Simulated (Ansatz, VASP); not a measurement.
# Cross-check of Ru (Ru(112) slab (three-index Miller notation)) between VASP and Ansatz

Wanted: the spread between two codes on one cell, functional and k mesh. The cell is taken from a series of runs on this material, whose earlier steps may have relaxed, scaled, displaced or heated it; both programs get it as it stands.

Calculated with Ansatz 0.2.0; plane waves, with VASP 6.6.1 beside it; PBE.

### Step 1. The starting structure

The cell holds 22 atoms: 22 Ru. Cell: a = 4.703 Å, b = 6.914 Å, c = 26.463 Å, α = 90.0°, β = 90.0°, γ = 132.9°. It derives from Ru. Slab of Ru cut on (1 1 2), 11.5 A thick, 1 x 1 surface cells, both faces free; (so at first; earlier steps may have moved the atoms). Lattice constants are starting values near those of PBE. Vacuum lies along c.

### Step 2. Ansatz: single point, PBE

Ansatz runs on its default PAW (the set named soft_2) files.

A single point takes one fixed geometry, so differences don't come from the geometry; what else differs is listed under the comparison.

input.yaml reads:

```yaml
crystal:
  lattice:
    - [4.70252, 0.0, 0.0]
    - [-4.70252, 5.06849, 0.0]
    - [0.0, 0.0, 26.46317]
  atoms:
    - { symbol: Ru, position: [0.28206, 0.28727, 0.28776] }
    - { symbol: Ru, position: [0.62619, 0.78719, 0.28778] }
    - { symbol: Ru, position: [0.92535, 0.42839, 0.32525] }
    - { symbol: Ru, position: [0.2652, 0.92841, 0.32525] }
    - { symbol: Ru, position: [0.57913, 0.57532, 0.36979] }
    - { symbol: Ru, position: [0.90525, 0.07545, 0.36974] }
    - { symbol: Ru, position: [0.21308, 0.71441, 0.41245] }
    - { symbol: Ru, position: [0.54952, 0.21448, 0.4124] }
    - { symbol: Ru, position: [0.86243, 0.86217, 0.45677] }
    - { symbol: Ru, position: [0.1953, 0.36214, 0.45677] }
    - { symbol: Ru, position: [0.50382, 0.0042, 0.5] }
    - { symbol: Ru, position: [0.83805, 0.50434, 0.5] }
    - { symbol: Ru, position: [0.14657, 0.1464, 0.54323] }
    - { symbol: Ru, position: [0.47944, 0.64637, 0.54323] }
    - { symbol: Ru, position: [0.79235, 0.29406, 0.5876] }
    - { symbol: Ru, position: [0.12879, 0.79413, 0.58755] }
    - { symbol: Ru, position: [0.43662, 0.43309, 0.63026] }
    - { symbol: Ru, position: [0.76274, 0.93322, 0.63021] }
    - { symbol: Ru, position: [0.07667, 0.58012, 0.67475] }
    - { symbol: Ru, position: [0.41652, 0.08015, 0.67475] }
    - { symbol: Ru, position: [0.71568, 0.72135, 0.71222] }
    - { symbol: Ru, position: [0.05981, 0.22127, 0.71224] }
kpoints:
  mp_grid: { grid: [10, 7, 1] }
hamiltonian:
  xc: pbe
scf:
  occupations: { method: fermi_dirac, width: 0.1 }
output:
  forces: true
  populations: true
  dos:
    method: { smearing: { sigma: 0.08 } }
    de: 0.1
    projected: { site_lists: { Ru: [Ru] } }
  eigenvalues: true
  write_density: true
  write_potential: true
  volumetric_format: npy
```

Command:

```
$ ansatz run input.yaml --threads 6 --pin off --max-ram 102400MiB --backend cuda --events-out ev --progress --plain --runs-dir out
```

Numbers of over 12 decimals in the logs are rounded to 6 here.

Log:

```text
Warning: the atoms were moved onto the symmetric positions of the space group found under crystal.symmetry.tolerance 1.0e-5 (fractional; no operation is sought that the atoms, as they stand in a round, miss by more than twice it, and no atom is moved by as much as it), and the run uses the moved positions. Before a round's move an operation carried an atom to 6.29e-5 Å from where it should land, the largest such dist [...]
Engine: ansatz 0.2.0, x86_64-unknown-linux-gnu
Pseudopotentials: kind: paw
Pseudopotential: Ru, paw, valence charge 16, recommended cutoff 420 eV (normal), Ru.paw.azcp
Functional definition: PBE
  parameter kappa = 0.804
  parameter beta = 0.066725
  exchange = pbe_x(kappa = kappa, mu = beta*pi^2/3)
  correlation = pbe_c(beta = beta)
device memory: the entry about to start is reckoned to put 16.5 GiB on a device that reports 64.9 GiB free
GPU FFT provider: cuFFT
GPU libraries: cuBLAS 13.8.2, cuFFT 12.4.0, cuSOLVER 12.3.4
Crystal: 22 atoms, lattice volume = 630.741 Å³
Basis set: ecut = 420 eV, 12339 PW (Γ), exchange–correlation on 64×96×360 points (8 copies of the dense FFT grid, shifted against one another)
Bands: 212, of which v1, the nominal top of the filled ones, is band 176 counted from 1 (175 counted from 0)
Symmetry: 2 space group operations
Space group: P-1 (ITA 2), of the structure as read, at distance tolerance 8.6e-5 Å
k-points: 36 of 70
Non-local potential: Ru, projectors of the file, l = 0: 3, l = 1: 2, l = 2: 2, l = 3: 1
PAW form: soft (Blöchl's): semilocal exchange-correlation on the pseudo side does not see the compensation charge
PAW one-centre angular grid: Ru, 590 points (default); XC on 64 Gauss nodes
Initial density: superposition of atomic densities (neutral atoms: chi_scale 0, normalization atom), corrected by the library's trained network
Initial wavefunctions: pseudopotential atomic-orbital guess
GPU buffer pool allocated for 276480 grid points (all kernels)
GPU transforms: local potential and band sums: pruned to the plane-wave sphere, on 32×45×180
Functional: x = pbe(κ = 0.804, μ = 0.219515), c = pbe(β = 0.066725)
SCF iter   1: F=—  HF=-129322.224266 eV  |F-HF|=—  |Δ(HF+E_count)|=         —  Δρ=1.24e-2  dr2=1.15e1  ethr=1.77e-3  ⟨swp⟩=6.8  Hψ=30162  notcnv=0  defer=4
preconditioner: auto → LDOS  [metal: Δε(μ)=0.007 eV  Ē_g=4.451 eV  σ=0.100 eV  W_gap=0.02  n_scr=152 (ndim 8)  ℏωp=19.6 eV  f_vac=0.471  D(μ)=23.86/eV (n_scr^D=172)  β→1.0]
SCF iter   2: F=—  HF=-129322.103122 eV  |F-HF|=—  |Δ(HF+E_count)|=   1.21e-1  Δρ=3.52e-3  dr2=3.07e-1  ethr=1.77e-3  ⟨swp⟩=1.6  Hψ=8821  notcnv=0  defer=17
SCF iter   3: F=—  HF=-129322.102798 eV  |F-HF|=—  |Δ(HF+E_count)|=   3.24e-4  Δρ=9.40e-4  dr2=7.66e-3  ethr=8.72e-5  ⟨swp⟩=1.8  Hψ=9880  notcnv=0  defer=21
SCF iter   4: F=—  HF=-129322.103406 eV  |F-HF|=—  |Δ(HF+E_count)|=   6.09e-4  Δρ=1.61e-4  dr2=2.54e-4  ethr=2.17e-6  ⟨swp⟩=2.3  Hψ=12820  notcnv=0  defer=21
SCF iter   5: F=—  HF=-129322.101614 eV  |F-HF|=—  |Δ(HF+E_count)|=   1.79e-3  Δρ=6.49e-5  dr2=4.91e-5  ethr=7.23e-8  ⟨swp⟩=3.0  Hψ=14125  notcnv=0  defer=21
SCF iter   6: F=—  HF=-129322.103117 eV  |F-HF|=—  |Δ(HF+E_count)|=   1.50e-3  Δρ=2.57e-5  dr2=8.75e-6  ethr=1.40e-8  ⟨swp⟩=2.5  Hψ=12450  notcnv=0  defer=20
[...]
k-point 1: bands = [... 172 lower, 8.1790, 8.3126, 8.4064, 8.4976, 8.8293, 8.8346, 8.9466, 8.9594, ... 32 higher]
  k-point 2: bands = [... 172 lower, 8.4460, 8.5343, 8.5467, 8.5571, 8.7115, 8.9986, 9.0151, 9.1920, ... 32 higher]
  k-point 35: bands = [... 172 lower, 8.5434, 8.5724, 8.6165, 8.7156, 8.7462, 8.8863, 8.9852, 9.0792, ... 32 higher]
--- Löwdin populations: 22 sites ---
  site symbol       q [e]
     0     Ru     15.9538
     1     Ru     15.9538
     2     Ru     15.9382
     3     Ru     15.9384
     4     Ru     15.8820
     5     Ru     15.8819
     6     Ru     15.8882
     7     Ru     15.8882
     8     Ru     15.9072
     9     Ru     15.9072
    10     Ru     15.9041
    11     Ru     15.9041
    12     Ru     15.9072
    13     Ru     15.9072
    14     Ru     15.8882
    15     Ru     15.8882
    16     Ru     15.8819
    17     Ru     15.8820
    18     Ru     15.9384
    19     Ru     15.9382
    20     Ru     15.9538
    21     Ru     15.9538
  spilling = 0.005438 (of n_electrons = 352.000000)
```

### Step 3. VASP: single point, PBE

The same cell, functional, mesh and smearing now go to VASP, with its own data sets.

Lines of VASP's logs that name or quote its potential files are left out, and so is its time.

INCAR reads:

```
SYSTEM = Ru
PREC = Accurate
ENCUT = 400
EDIFF = 1E-06
NELM = 120
ISMEAR = -1
SIGMA = 0.1
LREAL = .FALSE.
ALGO = Normal
GGA = PE
NBANDS = 190
LASPH = .TRUE.
LORBIT = 11
LWAVE = .FALSE.
LCHARG = .FALSE.
ISIF = 2
GGA_COMPAT = .FALSE.
KPAR = 4
```

POSCAR reads:

```
Ru
1.0
    4.7025200000      0.0000000000      0.0000000000
   -4.7025200000      5.0684900000      0.0000000000
    0.0000000000      0.0000000000     26.4631700000
Ru
22
Direct
    0.2820600000      0.2872700000      0.2877600000
    0.6261900000      0.7871900000      0.2877800000
    0.9253500000      0.4283900000      0.3252500000
    0.2652000000      0.9284150000      0.3252500000
    0.5791300000      0.5753200000      0.3697900000
    0.9052500000      0.0754500000      0.3697400000
    0.2130800000      0.7144100000      0.4124500000
    0.5495200000      0.2144800000      0.4124000000
    0.8624300000      0.8621700000      0.4567700000
    0.1953000000      0.3621400000      0.4567700000
    0.5038200000      0.0042000000      0.5000000000
    0.8380500000      0.5043400000      0.5000000000
    0.1465700000      0.1464000000      0.5432300000
    0.4794400000      0.6463700000      0.5432300000
    0.7923500000      0.2940600000      0.5876000000
    0.1287900000      0.7941300000      0.5875500000
    0.4366200000      0.4330900000      0.6302600000
    0.7627400000      0.9332200000      0.6302100000
    0.0766700000      0.5801250000      0.6747500000
    0.4165200000      0.0801500000      0.6747500000
    0.7156800000      0.7213500000      0.7122200000
    0.0598100000      0.2212700000      0.7122400000
```

KPOINTS reads:

```
Automatic mesh
0
Gamma
10 7 1
0 0 0
```

The projector-augmented-wave data sets are Ru_pv (PBE family, release 64).

Command:

```
$ mpirun -np 4 vasp_std
```

Log:

```text
[banner, memory and clock lines left out]
running    4 mpi-ranks, on    1 nodes
 distrk:  each k-point on    1 cores,    4 groups
 distr:  one band on    1 cores,    1 groups

 POSCAR found type information on POSCAR Ru
 POSCAR found :  1 types and      22 ions
|                                                                             |
|               ----> ADVICE to this user running VASP <----                  |
|                                                                             |
|     You have a (more or less) 'large supercell' and for larger cells it     |
|     might be more efficient to use real-space projection operators.         |
|     Therefore, try LREAL= Auto in the INCAR file.                           |
|     Mind: For very accurate calculation, you might also keep the            |
|     reciprocal projection scheme (i.e. LREAL=.FALSE.).                      |
|                                                                             |

 LDA part: xc-table for (Slater+PW92), standard interpolation
|                                                                             |
|           W    W    AA    RRRRR   N    N  II  N    N   GGGG   !!!           |
|           W    W   A  A   R    R  NN   N  II  NN   N  G    G  !!!           |
|           W    W  A    A  R    R  N N  N  II  N N  N  G       !!!           |
|           W WW W  AAAAAA  RRRRR   N  N N  II  N  N N  G  GGG   !            |
|           WW  WW  A    A  R   R   N   NN  II  N   NN  G    G                |
|           W    W  A    A  R    R  N    N  II  N    N   GGGG   !!!           |
|                                                                             |
|     Your reciprocal lattice and k-lattice belong to different lattice       |
|     classes:                                                                |
|                                                                             |
|        The reciprocal lattice is simple orthorhombic,                       |
|        whereas your k-lattice is simple monoclinic.                         |
|                                                                             |
|     Results are often still useful ...                                      |
|                                                                             |

 POSCAR, INCAR and KPOINTS ok, starting setup
 FFT: planning ... GRIDC
 FFT: planning ... GRID_SOFT
 FFT: planning ... GRID
 WAVECAR not read
 entering main loop
       N       E                     dE             d eps       ncg     rms          rms(c)
DAV:   1     0.308142010141E+04    0.30814E+04   -0.17442E+05 17392   0.133E+03
DAV:   2    -0.963345703126E+02   -0.31778E+04   -0.30503E+04 14658   0.448E+02
DAV:   3    -0.205368480472E+03   -0.10903E+03   -0.10240E+03 16792   0.801E+01
DAV:   4    -0.208916466119E+03   -0.35480E+01   -0.35031E+01 16090   0.119E+01
DAV:   5    -0.209104493008E+03   -0.18803E+00   -0.18793E+00 18502   0.229E+00    0.543E+01
DAV:   6    -0.212709010465E+03   -0.36045E+01   -0.59526E+01 15280   0.343E+01    0.390E+01
DAV:   7    -0.337704605403E+03   -0.12500E+03   -0.12756E+02 16412   0.838E+01    0.102E+02
DAV:   8    -0.211608039847E+03    0.12610E+03   -0.73835E+01 16608   0.287E+01    0.376E+01
DAV:   9    -0.201698704304E+03    0.99093E+01   -0.50272E+01 15742   0.296E+01    0.258E+01
DAV:  10    -0.195098946060E+03    0.65998E+01   -0.16368E+01 15522   0.140E+01    0.101E+01
DAV:  11    -0.194276552851E+03    0.82239E+00   -0.19372E+00 15574   0.796E+00    0.682E+00
DAV:  12    -0.194169330661E+03    0.10722E+00   -0.37243E-01 15828   0.350E+00    0.616E+00
DAV:  13    -0.194136962768E+03    0.32368E-01   -0.11374E-01 15054   0.185E+00    0.486E+00
DAV:  14    -0.194113451384E+03    0.23511E-01   -0.58337E-02 14864   0.162E+00    0.391E+00
[...]
DAV:  28    -0.194064741905E+03   -0.87275E-04   -0.95217E-06 11080   0.101E-02    0.404E-03
DAV:  29    -0.194064784039E+03   -0.42134E-04   -0.30651E-06 10954   0.698E-03    0.564E-03
DAV:  30    -0.194064815432E+03   -0.31393E-04   -0.15445E-06 10174   0.553E-03    0.638E-03
DAV:  31    -0.194064860902E+03   -0.45470E-04   -0.10299E-06  9276   0.311E-03    0.424E-03
DAV:  32    -0.194064890548E+03   -0.29646E-04   -0.11843E-06 10138   0.197E-03    0.208E-03
DAV:  33    -0.194064899781E+03   -0.92333E-05   -0.35863E-07  8936   0.105E-03    0.599E-04
DAV:  34    -0.194064901654E+03   -0.18730E-05   -0.74930E-08  7832   0.510E-04    0.304E-04
DAV:  35    -0.194064902016E+03   -0.36141E-06   -0.46957E-08  7492   0.354E-04
   1 F= -.19406490E+03 E0= -.19366566E+03  d E =-.798484E+00
```

(Part 1 of 2 ends here.)

[Lines on the potential files, build, host, timing and source positions are cut from VASP's logs without a mark.]

[Logs are printed without paths, hosts, clocks, repeated set-up lines and the standing remarks that a program may print on its own settings, such as how far it seeks lower states.]

[Hosts, paths, dates, database ids (printed as entryN), source tags and the programs' standing remarks are cut or masked in the printed files.]
